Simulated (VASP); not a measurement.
# PPt (P6_3mc) in VASP: further runs

Aim: see how the results for PPt move with the level of theory and the settings. Levels: PBE, r2SCAN, LAK. Tasks: single point, relaxation of cell and atoms.

All numbers are computed with VASP 6.6.1; they aren't measurements. Logs are shortened: lines on timing, memory, paths and dates and some standing lists are left out, and cuts for length are marked.

**1. The structure**

The structure is hexagonal, space group P6_3mc (No. 186). The conventional cell has a = 3.743 Å, b = 3.743 Å, c = 6.354 Å, α = 90.00°, β = 90.00°, γ = 120.00°. Around Pt (site symmetry 3m) lie 4 P at 2.32 to 2.34 Å. P (site symmetry 3m) is surrounded by 4 Pt at 2.32 to 2.34 Å.

The cell comes from a database or a generator and needn't be the stable form of this composition.

**2. Single point, PBE**

INCAR reads:

```
SYSTEM = PPt
ALGO = Normal
EDIFF = 1E-6
ENCUT = 450
GGA = PE
ISIF = 2
ISMEAR = 0
LASPH = .TRUE.
LCHARG = .FALSE.
LREAL = .FALSE.
LWAVE = .FALSE.
NELM = 60
PREC = Accurate
SIGMA = 0.02
```

KPOINTS reads:

```
k-points
0
G
  4 4 2
  0 0 0
```

POSCAR reads:

```
PPt
1.0
    3.7430278549      0.0000000000      0.0000000000
   -1.8715139275      3.2415572094      0.0000000000
    0.0000000000      0.0000000000      6.3537430000
Pt P
2 2
Direct
    0.3333333333      0.6666666667      0.3718990000
    0.6666666667      0.3333333333      0.8718990000
    0.3333333333      0.6666666667      0.0031030000
    0.6666666667      0.3333333333      0.5031030000
```

Potentials or basis: VASP PAW PBE potentials, release 64 (Pt_GW, P_GW).

Command:

```bash
$ cat potpaw_PBE.64/Pt_GW/POTCAR potpaw_PBE.64/P_GW/POTCAR > POTCAR
$ mpirun -np 1 vasp_std > vasp.out
```

OUTCAR:

```text
SYSTEM = PPt
   EDIFF = 1E-6
   ENCUT = 450
   GGA = PE
   ISIF = 2
   ISMEAR = 0
   LASPH = .TRUE.
   LREAL = .FALSE.
   NELM = 60
   PREC = Accurate

 ion  position               nearest neighbor table
   1  0.333  0.667  0.372-   4 2.32   4 2.32   4 2.32   3 2.34
   2  0.667  0.333  0.872-   3 2.32   3 2.32   3 2.32   4 2.34
   3  0.333  0.667  0.003-   2 2.32   2 2.32   2 2.32   1 2.34
   4  0.667  0.333  0.503-   1 2.32   1 2.32   1 2.32   2 2.34

  LATTYP: Found a hexagonal cell.
 ALAT       =     3.7430278549
 C/A-ratio  =     1.6974875011

  Lattice vectors:

 A1 = (   3.7430278549,   0.0000000000,   0.0000000000)
 A2 = (  -1.8715139275,   3.2415572094,   0.0000000000)
 A3 = (   0.0000000000,   0.0000000000,   6.3537430000)

Analysis of symmetry for initial positions (statically):
=====================================================================
 Subroutine PRICEL returns:
 Original cell was already a primitive cell.

 Routine SETGRP: Setting up the symmetry group for a
 hexagonal supercell.

 Subroutine GETGRP returns: Found 12 space group operations
 (whereof  6 operations were pure point group operations)
 out of a pool of 24 trial point group operations.

The static configuration has the point symmetry C_3v.
 The point group associated with its full space group is C_6v.

Analysis of symmetry for dynamics (positions and initial velocities):
=====================================================================
 Subroutine PRICEL returns:
 Original cell was already a primitive cell.

 Routine SETGRP: Setting up the symmetry group for a
 hexagonal supercell.

 Subroutine GETGRP returns: Found 12 space group operations
 (whereof  6 operations were pure point group operations)
 out of a pool of 24 trial point group operations.

The dynamic configuration has the point symmetry C_3v.
 The point group associated with its full space group is C_6v.

 Subroutine INISYM returns: Found 12 space group operations
 (whereof  6 operations are pure point group operations),
 and found     1 'primitive' translations

----------------------------------------------------------------------------------------

                                     Primitive cell

  volume of cell :      77.0915

  direct lattice vectors                    reciprocal lattice vectors
[... 72 lines left out ...]
   ENCUT  =  450.0 eV  33.07 Ry    5.75 a.u.   6.47  6.47 10.99*2*pi/ulx,y,z
   NELM   =     60;   NELMIN=  2; NELMDL= -5     # of ELM steps
   EDIFF  = 0.1E-05   stopping-criterion for ELM
   LREAL  =      F    real-space projection
   EDIFFG = 0.1E-04   stopping-criterion for IOM
   NSW    =      0    number of steps for IOM
   IBRION =     -1    ionic relax: 0-MD 1-quasi-New 2-CG
   NFREE  =      0    steps in history (QN), initial steepest desc. (CG)
   ISIF   =      2    stress and relaxation
   ISYM   =      2    0-nonsym 1-usesym 2-fastsym
   POTIM  = 0.5000    time-step for ionic-motion
   TEBEG  =    0.0;   TEEND  =   0.0 temperature during run
   PSTRESS=    0.0 pullay stress
   NELECT =      30.0000    total number of electrons
   NUPDOWN=      -1.0000    fix difference up-down
   EMIN   =  10.00;   EMAX   =-10.00  energy-range for DOS
   EFERMI =   0.00;   METHOD = LEGACY
   ISMEAR =     0;   SIGMA  =   0.02  broadening in eV -4-tet -1-fermi 0-gaus
   EFERMI_NEDOS =   21; number of points for ismear=-14 and -15
   IALGO  =     38    algorithm
   IMIX   =      4    mixing-type and parameters
     AMIX     =   0.40;   BMIX     =  1.00
     AMIX_MAG =   1.60;   BMIX_MAG =  1.00
  volume/ion in A,a.u.               =      19.27       130.06
  Fermi-wavevector in a.u.,A,eV,Ry     =   1.195216  2.258631 19.436489  1.428542
  Thomas-Fermi vector in A             =   2.331187
   LORBIT       =      0    0 simple, 1 ext, 2 COOP (PROOUT), +10 PAW based schemes
   GGA     = PE    functional components
   LHFCALC =     F    Hartree Fock is set to
   AEXX    =    0.0000 exact exchange contribution
   IVDW    =     0    specifies the selected vdW correction
   LEPSILON=     F    determine dielectric tensor
   LRPA    =     F    only Hartree local field effects (RPA)
 non-spin polarized calculation
 Gauss-broadening in eV      SIGMA  =   0.02
  energy-cutoff  :      450.00
  volume of cell :       77.09
 maximum number of plane-waves:      1688
 NGX is ok and might be reduce to    28
   NGX = 13   NGY = 13   NGZ = 21

 number of electron      30.0000000 magnetization

 Free energy of the ion-electron system (eV)
  ---------------------------------------------------
  ext. energy  EPLUGINS =         0.00000000
  ---------------------------------------------------
  free energy    TOTEN  =       -24.24768543 eV

  energy without entropy =      -24.24556972  energy(sigma->0) =      -24.24662757

 E-fermi :   7.0093     XC(G=0): -10.8749

 val. band max:        7.0093439199   @ k =   0.5000   0.0000   0.5000
 cond. band min:       7.0093439224   @ k =   0.5000   0.0000   0.5000
 fundamental gap:      0.0000000025
 Fermi energy:         7.0093439212

 k-point     1 :       0.0000    0.0000    0.0000
  band No.  band energies     occupation
      1      -6.1338      2.00000
      2      -4.8397      2.00000
      3       0.7936      2.00000
      4       0.8307      2.00000
      5       0.9478      2.00000
      6       0.9478      2.00000
[... 153 lines left out ...]
      6       1.3518      2.00000
[... 11 lines left out ...]
     18       7.5450      0.00000
     19      12.9671      0.00000

------------------------ aborting loop because EDIFF is reached ----------------------------------------

  FORCE on cell =-STRESS in cart. coord.  units (eV):
  Direction    XX          YY          ZZ          XY          YZ          ZX
  --------------------------------------------------------------------------------------
  -------------------------------------------------------------------------------------
  Total       -0.5585534     -0.5585534      2.2151776      0.0000000      0.0000000      0.0000000
  in kB      -11.6083074    -11.6083074     46.0376072      0.0000000      0.0000000      0.0000000
  external PRESSURE =       7.6069975 kB  Pullay stress =       0.0000000 kB

 VOLUME and BASIS-vectors are now :
 -----------------------------------------------------------------------------
  energy-cutoff  :      450.00
  volume of cell :       77.09
      direct lattice vectors                 reciprocal lattice vectors
     3.743027855  0.000000000  0.000000000     0.267163387  0.154246854  0.000000000
    -1.871513927  3.241557209  0.000000000     0.000000000  0.308493707  0.000000000
     0.000000000  0.000000000  6.353743000     0.000000000  0.000000000  0.157387543

 POSITION                                       TOTAL-FORCE (eV/Angst)
 -----------------------------------------------------------------------------------
     -0.00000      2.16104      2.36295         0.000000     -0.000000     -0.437967
      1.87151      1.08052      5.53982        -0.000000      0.000000     -0.437967
     -0.00000      2.16104      0.01972         0.000000     -0.000000      0.437967
      1.87151      1.08052      3.19659        -0.000000      0.000000      0.437967
 -----------------------------------------------------------------------------------
    total drift:                                0.000000      0.000000      0.010175

  FREE ENERGIE OF THE ION-ELECTRON SYSTEM (eV)
  ---------------------------------------------------
  free  energy   TOTEN  =       -24.2476854265 eV

  energy  without entropy=      -24.2455697155  energy(sigma->0) =      -24.24662757
```

Run time: 15 s. Hardware: 1 thread of Intel Xeon Platinum 8488C (Sapphire Rapids), shared host; peak memory 0.19 GiB.

Results:

```
Free energy            : -24.2477 eV
Pressure               : 0.8 GPa
Largest force          : 0.438 eV/Å
Band gap on the k mesh : none (metal or under the smearing width)
```

Forces on the atoms (eV/Å):
```
Pt   0.000  0.000 -0.438
Pt   0.000  0.000 -0.438
P    0.000  0.000  0.438
P    0.000  0.000  0.438
```

Stress tensor (GPa, compression positive):
```
-1.16  0.00  0.00
 0.00 -1.16  0.00
 0.00  0.00  4.60
```

Caveat: the k mesh is coarse (spacing up to 0.49 Å⁻¹), so the values aren't converged.

**3. Relaxation of cell and atoms, r2SCAN**

INCAR reads:

```
SYSTEM = PPt
PREC = Accurate ; ENCUT = 600
EDIFF = 1E-6 ; ISMEAR = 0
SIGMA = 0.05 ; LREAL = .False.
LASPH = .True. ; NELM = 80
ALGO = Normal ; ISIF = 3
LWAVE = .False. ; LCHARG = .False.
METAGGA = R2SCAN ; LMIXTAU = .True.
IBRION = 2 ; NSW = 60
EDIFFG = -0.02
```

KPOINTS reads:

```
regular mesh
0
Gamma
  8 8 4
  0 0 0
```

POSCAR is that of step 2.

Potentials or basis: VASP PAW PBE potentials, release 64 (Pt, P).

Command:

```bash
$ cat potpaw_PBE.64/Pt/POTCAR potpaw_PBE.64/P/POTCAR > POTCAR
$ mpirun -np 1 vasp_std > vasp.out
```

OUTCAR:

```text
SYSTEM = PPt
   PREC = Accurate
   ENCUT = 600
   EDIFF = 1E-6
   ISMEAR = 0
   LREAL = .False.
   LASPH = .True.
   NELM = 80
   ISIF = 3
   METAGGA = R2SCAN
   IBRION = 2
   NSW = 60
   EDIFFG = -0.02

 ion  position               nearest neighbor table
   1  0.333  0.667  0.372-   4 2.32   4 2.32   4 2.32   3 2.34
   2  0.667  0.333  0.872-   3 2.32   3 2.32   3 2.32   4 2.34
   3  0.333  0.667  0.003-   2 2.32   2 2.32   2 2.32   1 2.34
   4  0.667  0.333  0.503-   1 2.32   1 2.32   1 2.32   2 2.34

  LATTYP: Found a hexagonal cell.
 ALAT       =     3.7430278549
 C/A-ratio  =     1.6974875011

  Lattice vectors:

 A1 = (   3.7430278549,   0.0000000000,   0.0000000000)
 A2 = (  -1.8715139275,   3.2415572094,   0.0000000000)
 A3 = (   0.0000000000,   0.0000000000,   6.3537430000)

Analysis of symmetry for initial positions (statically):
=====================================================================
 Subroutine PRICEL returns:
 Original cell was already a primitive cell.

 Routine SETGRP: Setting up the symmetry group for a
 hexagonal supercell.

 Subroutine GETGRP returns: Found 12 space group operations
 (whereof  6 operations were pure point group operations)
 out of a pool of 24 trial point group operations.
[... 281 lines left out ...]

  energy  without entropy=     -122.4706529626  energy(sigma->0) =     -122.47211838

[... ionic steps 4 to 9 ...]

--------------------------------------- Ionic step       10  -------------------------------------------

 number of electron      29.9999997 magnetization

------------------------ aborting loop because EDIFF is reached ----------------------------------------
[... 71 lines left out ...]
--------------------------------------- Ionic step       12  -------------------------------------------

 number of electron      29.9999997 magnetization

 Free energy of the ion-electron system (eV)
  ---------------------------------------------------
  ext. energy  EPLUGINS =         0.00000000
  ---------------------------------------------------
  free energy    TOTEN  =      -122.48919991 eV

  energy without entropy =     -122.48685034  energy(sigma->0) =     -122.48802513

 E-fermi :   7.3364     XC(G=0): -11.6044

 val. band max:        7.3029760866   @ k =   0.3750   0.2500   0.2500
 cond. band min:       7.3730359203   @ k =   0.3750  -0.0000   0.5000
 fundamental gap:      0.0700598337
 Fermi energy:         7.3364162337

 k-point     1 :       0.0000    0.0000    0.0000
  band No.  band energies     occupation
      1      -6.4425      2.00000
      2      -5.0989      2.00000
      3       0.6765      2.00000
      4       0.6902      2.00000
      5       1.0681      2.00000
      6       1.0681      2.00000
[... 505 lines left out ...]
      6       1.6896      2.00000
[... 11 lines left out ...]
     18       8.4606      0.00000
     19      12.7719      0.00000

 [... further k-points ...]

------------------------ aborting loop because EDIFF is reached ----------------------------------------

  FORCE on cell =-STRESS in cart. coord.  units (eV):
  Direction    XX          YY          ZZ          XY          YZ          ZX
  --------------------------------------------------------------------------------------
  -------------------------------------------------------------------------------------
  Total        0.0106733      0.0106733     -0.0043911     -0.0000000      0.0000000      0.0000000
  in kB        0.2280532      0.2280532     -0.0938229     -0.0000000      0.0000000      0.0000000
  external PRESSURE =       0.1207612 kB  Pullay stress =       0.0000000 kB
[... 19 lines left out ...]
  FREE ENERGIE OF THE ION-ELECTRON SYSTEM (eV)
  ---------------------------------------------------
  free  energy   TOTEN  =      -122.4891999107 eV

  energy  without entropy=     -122.4868503404  energy(sigma->0) =     -122.48802513

 reached required accuracy - stopping structural energy minimisation
```

It took 20 min on 1 thread of Intel Xeon Platinum 8488C (Sapphire Rapids), shared host; peak memory 0.27 GiB.

Results:

```yaml
Free_energy: -122.4892 eV
Relaxed_volume: 18.75 Å³/atom
Relaxed_cell: a = 3.646 Å, b = 3.646 Å, c = 6.512 Å, α = 90.00°, β = 90.00°, γ = 120.00°
Space_group_after_relaxing_to_0.05_Å: P6_3mc (No. 186)
Energy_gained_by_relaxing: 8.3 meV/atom
Ionic_steps: 12
Pressure_after_relaxing: 0.0 GPa
Largest_force_after_relaxing: 0.004 eV/Å
Band_gap_on_the_k_mesh: none (metal or under the smearing width)
```

Forces on the atoms (eV/Å):
```
Pt   0.000  0.000  0.004
Pt   0.000  0.000  0.004
P    0.000  0.000 -0.004
P    0.000  0.000 -0.004
```

Step by step:
| step | energy change (eV) | largest force (eV/Å) | pressure (GPa) | volume (Å³) |
| --- | --- | --- | --- | --- |
| 1 | 0.0000 | 0.1227 | -3.06 | 77.09 |
| 2 | 0.0165 | 0.1238 | 5.08 | 73.06 |
| 3 | -0.0176 | 0.1272 | 0.12 | 75.36 |
| 4 | -0.0202 | 0.0344 | 0.06 | 75.35 |
| 5 | -0.0210 | 0.0588 | 0.00 | 75.34 |
| 6 | -0.0227 | 0.0551 | -0.04 | 75.33 |
| 7 | -0.0274 | 0.0496 | -0.17 | 75.29 |
| 8 | -0.0326 | 0.0271 | -0.50 | 75.19 |
| 9 | -0.0328 | 0.0375 | -0.42 | 75.22 |
| 10 | -0.0329 | 0.0350 | -0.44 | 75.21 |
| 11 | -0.0324 | 0.0445 | 0.69 | 74.64 |
| 12 | -0.0333 | 0.0045 | 0.01 | 74.98 |

Final structure:
```
Pt P
1.0
     3.64638    0.00000    0.00000
    -1.82319    3.15785    0.00000
     0.00000    0.00000    6.51209
Pt P
2 2
Direct
  0.33333 0.66667 0.36703
  0.66667 0.33333 0.86703
  0.33333 0.66667 0.00797
  0.66667 0.33333 0.50797
```

Caveat: the PAW data sets were made with another functional, which shifts forces and pressure a little. The run has no spin-orbit coupling, so splittings on Pt are missing.

(Continued in part 2 of 2.)
